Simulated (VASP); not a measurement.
Runs of VASP 6.6.1 on TaAs. The cell holds a slab with vacuum, 8 atoms: a = 3.444 Å, b = 3.444 Å, c = 24.772 Å, α = 90.00°, β = 90.00°, γ = 90.00°. 

| level | potentials or basis | gap on the mesh (eV) | largest force (eV/Å) | work function (eV) |
| --- | --- | --- | --- | --- |
| revPBE | VASP PAW PBE potentials, release 64 (Ta_pv, As) | none | 0.96 | 4.88 |
| PW91 | VASP PAW PBE potentials, release 64 (Ta_pv, As) | none | 0.97 | 5.03 |
| RPBE | VASP PAW PBE potentials, release 64 (Ta_pv, As) | none | 0.96 | 4.88 |
| PBEsol | VASP PAW PBE potentials, release 64 (Ta_pv, As) | none | 1.26 | (b) |
| BLYP | VASP PAW PBE potentials, release 64 (Ta_pv, As) | none | 1.11 | 4.70 |
| LDA | VASP PAW LDA potentials, release 64 (Ta_pv, As) | none | (a) | 5.24 |

Alike in all rows: task work function; no spin polarisation; cell as given; k mesh 6 × 6 × 1; cutoff (eV) 520; smearing fermi-dirac 0.05 eV.

Task: Fill in the values left out.

Result: (a) 1.49; (b) 5.05.

Caveats: the PAW data sets were made with another functional, which shifts forces and pressure a little (some runs).

A k mesh can miss the band edges, and the runs leave out spin-orbit coupling on As, Ta.

A gap of «none» marks a metal or a gap under the smearing width.

Runs at the PBE level aren't shown here.
